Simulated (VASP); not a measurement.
```xyz
4
Lattice="3.8853 0.0000 0.0000 0.0000 3.8853 0.0000 0.0000 0.0000 4.8845" Properties=species:S:1:pos:R:3 pbc="T T T"
Sn     1.9427     3.8853     3.7143
Sn     0.0000     1.9427     1.1702
O      1.9427     1.9427     0.0000
O      0.0000     0.0000     4.8845
```

The numbers are results of rev-vdW-DF2, VASP's PBE PAW potentials (set 64) (plane waves; VASP), not measurements. Settings: 520 eV cut-off, 6×6×5 Γ-centred mesh, Gaussian smearing of 0.050 eV, potentials Sn_d O.

Q: The ions and cell shape at fixed volume are relaxed. Predict the relaxed structure.

A: 
```xyz
4
Lattice="3.8557 0.0000 0.0000 0.0000 3.8557 0.0000 0.0000 0.0000 4.9597" Properties=species:S:1:pos:R:3 pbc="T T T"
Sn     1.9279     0.0000     3.7988
Sn     0.0000     1.9279     1.1610
O      1.9279     1.9279     0.0000
O      0.0000     0.0000     4.9597
```
Space group P4/nmm (129), at a tolerance of 0.03 Å.

Q: How much energy does the relaxation gain?

A: The energy (σ→0) changes by -3.1 meV/atom, in 7 ionic steps.

The compound is SnO in the litharge structure. This cell is one point of a volume scan, at 1.03 of the reference volume. Symmetry was kept, so distortions that lower it aren't found.
